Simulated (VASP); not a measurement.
# Lattice of AlCr2C across functionals and dispersion corrections, part 2 of 4

Aim: relax AlCr2C with several functionals and dispersion schemes, and compare the cells. The start is a computed cell from the Materials Project.

VASP 6.6.1, plane waves and PAW; the level of theory is named at each step.

Still holding for the runs below: The k-mesh is coarse for a metal.

So far. Step 2 (Relaxation with LDA): It ends with a largest force of 0.003 eV/Å and a pressure of 0.02 GPa. The conventional cell has a = 2.795 and c = 12.467 Å. The moments are lost on the way, which shrinks a magnet's cell; a magnetic solution may have been missed.

### 3. Relaxation with PBEsol

This step: PBEsol, spin-polarised from a ferromagnetic start; plane waves and PAW (Al, Cr_pv, C) (VASP 6.6.1).

PBEsol restores the gradient expansion of exchange and is tuned for the cells of solids.

File INCAR:

```
SYSTEM = AlCr2C
PREC = Accurate
ENCUT = 560
EDIFF = 1E-06
NELM = 100
ISMEAR = -1
SIGMA = 0.05
LREAL = .FALSE.
ALGO = Normal
GGA = PS
NBANDS = 50
ISPIN = 2
MAGMOM = 0 0 3 3 3 3 0 0
LASPH = .TRUE.
LMAXMIX = 4
LORBIT = 11
LWAVE = .FALSE.
LCHARG = .FALSE.
KPAR = 8
IBRION = 2
NSW = 60
ISIF = 3
EDIFFG = -0.01
```

File POSCAR:

```
AlCr2C
1.0
    2.8251010646      0.0000000000      0.0000000000
   -1.4125505323      2.4466092902      0.0000000000
    0.0000000000      0.0000000000     12.6013736800
Al Cr C
2 4 2
Direct
    0.6666666700      0.3333333300      0.2500000000
    0.3333333300      0.6666666700      0.7500000000
    0.3333333300      0.6666666700      0.4149411600
    0.6666666700      0.3333333300      0.9149411600
    0.6666666700      0.3333333300      0.5850588400
    0.3333333300      0.6666666700      0.0850588400
    0.0000000000      0.0000000000      0.5000000000
    0.0000000000      0.0000000000      0.0000000000
```

File KPOINTS:

```
Automatic mesh
0
Gamma
9 9 2
0 0 0
```

PAW data sets: Al, Cr_pv and C (PBE family, release 64).

Started as:

```bash
$ mpirun -np 8 vasp_std
```

Numbers of over 12 decimals in the logs are rounded to 6 here.

Output:

```text
[banner, memory and clock lines left out]
running    8 mpi-ranks, on    1 nodes
 distrk:  each k-point on    1 cores,    8 groups
 distr:  one band on    1 cores,    1 groups

 POSCAR found type information on POSCAR AlCrC
 POSCAR found :  3 types and       8 ions
 [... a notice as in an earlier step ...]

 [... a notice as in an earlier step ...]

 LDA part: xc-table for (Slater+PW92), standard interpolation
 POSCAR, INCAR and KPOINTS ok, starting setup
 FFT: planning ... GRIDC
 FFT: planning ... GRID_SOFT
 FFT: planning ... GRID
 WAVECAR not read
 entering main loop
       N       E                     dE             d eps       ncg     rms          rms(c)
DAV:   1     0.761097360286E+03    0.76110E+03   -0.33669E+04  4800   0.146E+03
DAV:   2    -0.252300059498E+02   -0.78633E+03   -0.74265E+03  4808   0.453E+02
DAV:   3    -0.808676706242E+02   -0.55638E+02   -0.53288E+02  5442   0.128E+02
DAV:   4    -0.827953151061E+02   -0.19276E+01   -0.19123E+01  5344   0.219E+01
DAV:   5    -0.828403416026E+02   -0.45026E-01   -0.45011E-01  6442   0.325E+00    0.505E+01
DAV:   6    -0.731943773846E+02    0.96460E+01   -0.92647E+01  5876   0.756E+01    0.248E+01
DAV:   7    -0.699262933849E+02    0.32681E+01   -0.34170E+01  5444   0.489E+01    0.137E+01
DAV:   8    -0.695865344484E+02    0.33976E+00   -0.31576E+00  5388   0.115E+01    0.558E+00
DAV:   9    -0.699143957108E+02   -0.32786E+00   -0.45660E-01  6008   0.468E+00    0.266E+00
DAV:  10    -0.700836292947E+02   -0.16923E+00   -0.66021E-02  6054   0.169E+00    0.181E+00
DAV:  11    -0.701831357550E+02   -0.99506E-01   -0.23599E-02  5882   0.663E-01    0.162E+00
DAV:  12    -0.702404960366E+02   -0.57360E-01   -0.18183E-02  6106   0.870E-01    0.133E+00
DAV:  13    -0.702727658885E+02   -0.32270E-01   -0.68863E-02  6366   0.164E+00    0.460E-01
DAV:  14    -0.702788609429E+02   -0.60951E-02   -0.14634E-02  5490   0.648E-01    0.319E-01
DAV:  15    -0.702792593802E+02   -0.39844E-03   -0.76256E-04  6610   0.176E-01    0.164E-01
DAV:  16    -0.702794976269E+02   -0.23825E-03   -0.41214E-04  5852   0.142E-01    0.793E-02
DAV:  17    -0.702795135844E+02   -0.15958E-04   -0.15573E-04  5642   0.809E-02    0.468E-02
DAV:  18    -0.702795115704E+02    0.20140E-05   -0.14750E-05  6050   0.284E-02    0.215E-02
DAV:  19    -0.702795139007E+02   -0.23303E-05   -0.99556E-06  5400   0.197E-02    0.621E-03
DAV:  20    -0.702795136573E+02    0.24339E-06   -0.86401E-07  3252   0.727E-03
   1 F= -.70279514E+02 E0= -.70253205E+02  d E =-.702795E+02  mag=     0.0009
 curvature:   0.00 expect dE= 0.000E+00 dE for cont linesearch  0.000E+00
 trial: gam= 0.00000 g(F)=  0.130E-01 g(S)=  0.445E-01 ort = 0.000E+00 (trialstep = 0.100E+01)
 search vector abs. value=  0.575E-01
 bond charge predicted
       N       E                     dE             d eps       ncg     rms          rms(c)
DAV:   1    -0.709351984432E+02   -0.65568E+00   -0.13921E+01  5162   0.443E+01    0.890E+00
DAV:   2    -0.706681097262E+02    0.26709E+00   -0.54309E+00  5352   0.189E+01    0.490E+00
DAV:   3    -0.702909938798E+02    0.37712E+00   -0.13169E+00  5368   0.101E+01    0.183E+00
DAV:   4    -0.702613205841E+02    0.29673E-01   -0.13704E-01  5228   0.225E+00    0.339E-01
DAV:   5    -0.702606625722E+02    0.65801E-03   -0.41265E-03  6630   0.401E-01    0.216E-01
DAV:   6    -0.702604092798E+02    0.25329E-03   -0.86159E-04  5386   0.219E-01    0.435E-02
DAV:   7    -0.702604068347E+02    0.24451E-05   -0.72722E-05  6508   0.628E-02    0.187E-02
DAV:   8    -0.702604048690E+02    0.19657E-05   -0.31327E-06  4922   0.136E-02    0.107E-02
DAV:   9    -0.702604033688E+02    0.15002E-05   -0.27647E-06  4558   0.123E-02    0.357E-03
DAV:  10    -0.702604032276E+02    0.14124E-06   -0.34069E-07  3140   0.626E-03
   2 F= -.70260403E+02 E0= -.70235213E+02  d E =0.191104E-01  mag=    -0.0001
[...]
3 F= -.70290502E+02 E0= -.70264599E+02  d E =-.109882E-01  mag=    -0.0001
[...]
4 F= -.70290495E+02 E0= -.70264586E+02  d E =-.109815E-01  mag=    -0.0000
[...]
5 F= -.70290677E+02 E0= -.70264616E+02  d E =-.182278E-03  mag=    -0.0000
 trial-energy change:   -0.000182  1 .order   -0.000184   -0.000281   -0.000086
 step:   1.2639(harm=  1.2639)  dis= 0.00138  next Energy=   -70.290698 (dE=-0.203E-03)
 bond charge predicted
       N       E                     dE             d eps       ncg     rms          rms(c)
DAV:   1    -0.702907502218E+02   -0.72452E-04   -0.65025E-03  6220   0.115E+00    0.949E-02
DAV:   2    -0.702907393036E+02    0.10918E-04   -0.15802E-03  5178   0.300E-01    0.596E-02
DAV:   3    -0.702906999258E+02    0.39378E-04   -0.20066E-04  5342   0.120E-01    0.277E-02
DAV:   4    -0.702906923097E+02    0.76161E-05   -0.18889E-05  5956   0.326E-02    0.822E-03
DAV:   5    -0.702906917108E+02    0.59893E-06   -0.18373E-06  4470   0.877E-03
   6 F= -.70290692E+02 E0= -.70264561E+02  d E =-.196540E-03  mag=    -0.0000
 curvature:  -0.62 expect dE=-0.402E-04 dE for cont linesearch -0.738E-06
 trial: gam= 0.11438 g(F)=  0.192E-05 g(S)=  0.634E-04 ort =-0.194E-04 (trialstep = 0.952E+00)
 search vector abs. value=  0.650E-04
 reached required accuracy - stopping structural energy minimisation
```

Run time: 7.6 min. Hardware: 8 MPI ranks of AMD EPYC 7571, shared host; peak memory 3 GiB.

Parts of OUTCAR (step 3):

```text
 Found     24 irreducible k-points:

   NELECT =      62.0000    total number of electrons

 E-fermi :  10.1756

 spin component 1
 k-point     1 :       0.0000    0.0000    0.0000
  band No.  band energies     occupation
    ...
     30       9.1006      1.00000
     31       9.9806      0.98015
     32       9.9806      0.98015
     33      10.0107      0.96437
     34      10.0107      0.96437
     35      10.8110      0.00000
     36      10.8110      0.00000
     37      10.8584      0.00000
     38      10.8584      0.00000
     39      13.0209      0.00000
    ...

 k-point     2 :       0.1111    0.0000    0.0000
  band No.  band energies     occupation
    ...
     30       9.2648      1.00000
     31       9.6540      0.99997
     32       9.9314      0.99249
     33       9.9389      0.99129
     34       9.9643      0.98559
     35      10.8875      0.00000
     36      10.9100      0.00000
     37      10.9386      0.00000
     38      11.0675      0.00000
     39      13.1143      0.00000
    ...

 k-point     3 :       0.2222    0.0000    0.0000
  band No.  band energies     occupation
    ...
     29       9.4846      1.00000
     30       9.5919      0.99999
     31       9.6359      0.99998
     32       9.9902      0.97605
     33      10.1529      0.61137
     34      10.1763      0.49652
     35      10.9627      0.00000
     36      11.0289      0.00000
     37      11.0757      0.00000
     38      11.6127      0.00000
    ...

 k-point     4 :       0.3333    0.0000    0.0000
  band No.  band energies     occupation
    ...
     27       8.3760      1.00000
     28       8.5511      1.00000
     29      10.0140      0.96200
     30      10.0554      0.91715
     31      10.1228      0.74188
     32      10.2302      0.25130
     33      10.7570      0.00001
     34      10.7638      0.00001
     35      10.9945      0.00000
     36      11.0786      0.00000
    ...

  Total       -0.0607765     -0.0607765     -0.0559601     -0.0000000      0.0000000      0.0000000
  in kB       -1.1289218     -1.1289218     -1.0394570     -0.0000000      0.0000000      0.0000000
  external PRESSURE =      -1.0991002 kB  Pullay stress =       0.0000000 kB

  energy-cutoff  :      560.00
  volume of cell :       86.25
      direct lattice vectors                 reciprocal lattice vectors
     2.813853378  0.000000000 -0.000000000     0.355384544  0.205181362 -0.000000000
    -1.406926689  2.436868508 -0.000000000    -0.000000000  0.410362724 -0.000000000
    -0.000000000  0.000000000 12.579073888    -0.000000000  0.000000000  0.079497108

 POSITION                                       TOTAL-FORCE (eV/Angst)
 -----------------------------------------------------------------------------------
      1.40693      0.81229      3.14477        -0.000000      0.000000      0.000000
     -0.00000      1.62458      9.43431        -0.000000      0.000000      0.000000
     -0.00000      1.62458      5.22554        -0.000000      0.000000      0.003157
      1.40693      0.81229     11.51507         0.000000     -0.000000      0.003157
      1.40693      0.81229      7.35354         0.000000     -0.000000     -0.003157
     -0.00000      1.62458      1.06400        -0.000000      0.000000     -0.003157
      0.00000      0.00000      6.28954        -0.000000      0.000000      0.000000
      0.00000      0.00000     -0.00000        -0.000000      0.000000      0.000000
 -----------------------------------------------------------------------------------
    total drift:                               -0.000008      0.000005     -0.000000

  FREE ENERGIE OF THE ION-ELECTRON SYSTEM (eV)
  ---------------------------------------------------
  free  energy   TOTEN  =       -70.2906917108 eV

  energy  without entropy=      -70.2384297947  energy(sigma->0) =      -70.26456075

 total charge
# of ion       s       p       d       tot
------------------------------------------
    1        0.414   0.408   0.000   0.821
    2        0.414   0.408   0.000   0.821
    3        0.346   6.438   4.417  11.200
    4        0.346   6.438   4.417  11.200
    5        0.346   6.438   4.417  11.200
    6        0.346   6.438   4.417  11.200
    7        0.903   1.583   0.000   2.485
    8        0.903   1.583   0.000   2.485
--------------------------------------------------
tot          4.017  29.731  17.667  51.415

 magnetization (x)
# of ion       s       p       d       tot
------------------------------------------
    1       -0.000  -0.000   0.000  -0.000
    2       -0.000  -0.000   0.000  -0.000
    3       -0.000   0.000  -0.000  -0.000
    4       -0.000   0.000  -0.000  -0.000
    5       -0.000   0.000  -0.000  -0.000
    6       -0.000   0.000  -0.000  -0.000
    7        0.000   0.000   0.000   0.000
    8        0.000   0.000   0.000   0.000
--------------------------------------------------
tot         -0.000   0.000  -0.000  -0.000

[... 9 parts as in an earlier step ...]

[... 5 further parts left out ...]
```

The PAW data sets were made with PBE, which is usual practice but a small mismatch for other functionals.

Relaxation path:

| step | energy less that of the first step (eV) | largest force (eV/Å) | pressure (GPa) | volume (Å³) |
| --- | --- | --- | --- | --- |
| 1 | 0.0000 | 0.2591 | -2.88 | 87.10 |
| 2 | 0.0191 | 0.3937 | 5.24 | 84.66 |
| 3 | -0.0110 | 0.0248 | 0.10 | 86.17 |
| 4 | -0.0110 | 0.0288 | 0.00 | 86.19 |
| 5 | -0.0112 | 0.0107 | -0.02 | 86.23 |
| 6 | -0.0112 | 0.0032 | -0.11 | 86.25 |

```
conventional cell, symmetrised  before   after  change
                         a (Å)   2.825   2.814  -0.4 %
                         b (Å)   2.825   2.814  -0.4 %
                         c (Å)  12.601  12.579  -0.2 %
              volume (Å³/atom)   10.89   10.78  -1.0 %
```

Final coordinates:

```xyz
8
Lattice="2.8139 0.0000 0.0000 -1.4069 2.4369 0.0000 0.0000 0.0000 12.5791" Properties=species:S:1:pos:R:3 pbc="T T T"
Al    1.4069    0.8123    3.1448
Al    0.0000    1.6246    9.4343
Cr    0.0000    1.6246    5.2255
Cr    1.4069    0.8123   11.5151
Cr    1.4069    0.8123    7.3535
Cr    0.0000    1.6246    1.0640
C     0.0000    0.0000    6.2895
C     0.0000    0.0000    0.0000
```

Numbers from this step:

```yaml
free_energy_toten: -70.2907 eV
energy_at_zero_smearing: -70.2646 eV
fermi_energy: 10.18 eV
pressure: -0.1099 GPa
scf_cycles_over_all_ionic_steps: 54
```

It ends at 10.78 Å³/atom, -1.0 % from the start, with -0.11 GPa left. The conventional cell has a = 2.814 and c = 12.579 Å. The moments are lost on the way, which shrinks a magnet's cell; a magnetic solution may have been missed.

### 4. Relaxation with PBE

This step: PBE, spin-polarised from a ferromagnetic start; plane waves and PAW (Al, Cr_pv, C) (VASP 6.6.1).

PBE, the usual starting point, adds the gradient of the density.

INCAR: that of step 3 with these lines changed.

```diff
@@ -9,3 +9,3 @@
 ALGO = Normal
-GGA = PS
+GGA = PE
 NBANDS = 50
```

POSCAR is that of step 3.

KPOINTS is that of step 3.

Started as:

```bash
$ mpirun -np 8 vasp_std
```

Output:

```text
[banner, memory and clock lines left out]
running    8 mpi-ranks, on    1 nodes
[...]
[... a notice as in an earlier step ...]

 LDA part: xc-table for (Slater+PW92), standard interpolation
 POSCAR, INCAR and KPOINTS ok, starting setup
[...]
entering main loop
       N       E                     dE             d eps       ncg     rms          rms(c)
DAV:   1     0.765673915554E+03    0.76567E+03   -0.33748E+04  4800   0.146E+03
DAV:   2    -0.199449590990E+02   -0.78562E+03   -0.74169E+03  4808   0.453E+02
DAV:   3    -0.758538668535E+02   -0.55909E+02   -0.53526E+02  5448   0.129E+02
DAV:   4    -0.777951148943E+02   -0.19412E+01   -0.19267E+01  5328   0.219E+01
[...]
DAV:  25    -0.655028771361E+02   -0.11662E-04   -0.16131E-05  6070   0.239E-02    0.244E-02
DAV:  26    -0.655028905219E+02   -0.13386E-04   -0.31832E-05  5770   0.335E-02    0.201E-02
DAV:  27    -0.655028902870E+02    0.23496E-06   -0.51068E-06  5540   0.165E-02
   1 F= -.65502890E+02 E0= -.65476894E+02  d E =-.655029E+02  mag=     0.0002
[... from here on, the cycles between the ionic steps are left out ...]
   2 F= -.65489904E+02 E0= -.65462449E+02  d E =0.129860E-01  mag=    -0.0011
   3 F= -.65518314E+02 E0= -.65491712E+02  d E =-.154233E-01  mag=     0.0000
   4 F= -.65520439E+02 E0= -.65493835E+02  d E =-.212491E-02  mag=     0.0000
   5 F= -.65520516E+02 E0= -.65493914E+02  d E =-.220286E-02  mag=     0.0000
[...]
reached required accuracy - stopping structural energy minimisation
```

Elapsed: 7.4 min, on 8 MPI ranks; peak memory 3 GiB.

Parts of OUTCAR (step 4):

```text
  Total       -0.0145199     -0.0145199     -0.0275981     -0.0000000      0.0000000      0.0000000
  in kB       -0.2622549     -0.2622549     -0.4984714     -0.0000000      0.0000000      0.0000000
  external PRESSURE =      -0.3409937 kB  Pullay stress =       0.0000000 kB

 POSITION                                       TOTAL-FORCE (eV/Angst)
 -----------------------------------------------------------------------------------
      1.42092      0.82037      3.17074         0.000000      0.000000      0.000000
     -0.00000      1.64074      9.51223         0.000000      0.000000      0.000000
     -0.00000      1.64074      5.26919         0.000000     -0.000000      0.000485
      1.42092      0.82037     11.61067        -0.000000      0.000000      0.000485
      1.42092      0.82037      7.41379        -0.000000      0.000000     -0.000485
     -0.00000      1.64074      1.07230         0.000000     -0.000000     -0.000485
      0.00000      0.00000      6.34149         0.000000      0.000000      0.000000
     -0.00000      0.00000      0.00000         0.000000      0.000000      0.000000
 -----------------------------------------------------------------------------------
    total drift:                               -0.000008      0.000005     -0.000000

  FREE ENERGIE OF THE ION-ELECTRON SYSTEM (eV)
  ---------------------------------------------------
  free  energy   TOTEN  =       -65.5205164553 eV

  energy  without entropy=      -65.4673115110  energy(sigma->0) =      -65.49391398

 magnetization (x)
# of ion       s       p       d       tot
------------------------------------------
    1       -0.000  -0.000   0.000  -0.000
    2       -0.000  -0.000   0.000  -0.000
    3        0.000   0.000   0.000   0.000
    4        0.000   0.000   0.000   0.000
    5        0.000   0.000   0.000   0.000
    6        0.000   0.000   0.000   0.000
    7       -0.000  -0.000   0.000  -0.000
    8       -0.000  -0.000   0.000  -0.000
--------------------------------------------------
tot          0.000  -0.000   0.000   0.000

[... 2 parts as in an earlier step ...]

[... 2 further parts left out ...]
[key lines of the parts left out:]
E-fermi :   9.9271
```

Step by step:

```
step  energy less that of the first step (eV)  largest force (eV/Å)  pressure (GPa)  volume (Å³)
   1                                   0.0000                0.0464            3.72        87.10
   2                                   0.0130                0.3890           -4.61        90.32
   3                                  -0.0154                0.1451            0.04        88.45
   4                                  -0.0175                0.0266            0.01        88.66
   5                                  -0.0176                0.0005           -0.03        88.71
```

```csv
"conventional cell, symmetrised",before,after,change
a (Å),2.825,2.842,+0.6 %
b (Å),2.825,2.842,+0.6 %
c (Å),12.601,12.683,+0.6 %
volume (Å³/atom),10.89,11.09,+1.8 %
```

Final coordinates:

```cif
data_structure
_symmetry_space_group_name_H-M 'P 1'
_symmetry_Int_Tables_number 1
_cell_length_a 2.8418
_cell_length_b 2.8418
_cell_length_c 12.6830
_cell_angle_alpha 90.000
_cell_angle_beta 90.000
_cell_angle_gamma 120.000
_cell_volume 88.71
loop_
_atom_site_label
_atom_site_type_symbol
_atom_site_fract_x
_atom_site_fract_y
_atom_site_fract_z
_atom_site_occupancy
Al1 Al 0.66667 0.33333 0.25000 1
Al2 Al 0.33333 0.66667 0.75000 1
Cr3 Cr 0.33333 0.66667 0.41545 1
Cr4 Cr 0.66667 0.33333 0.91545 1
Cr5 Cr 0.66667 0.33333 0.58455 1
Cr6 Cr 0.33333 0.66667 0.08455 1
C7 C 0.00000 0.00000 0.50000 1
C8 C 0.00000 0.00000 0.00000 1
```

It ends at 11.09 Å³/atom, +1.8 % from the start, with -0.03 GPa left. The conventional cell has a = 2.842 and c = 12.683 Å. The moments are lost on the way, which shrinks a magnet's cell; a magnetic solution may have been missed.

[end of part 2 of 4]

[Lines on the potential files, build, host, timing and source positions are cut from VASP's logs without a mark.]

[Logs are printed without paths, hosts, clocks, repeated set-up lines and the standing remarks that a program may print on its own settings, such as how far it seeks lower states.]

[Hosts, paths, dates, database ids (printed as entryN), source tags and the programs' standing remarks are cut or masked in the printed files.]

[A measured line is paired with the nearest computed mode of its activity, which favours agreement.]
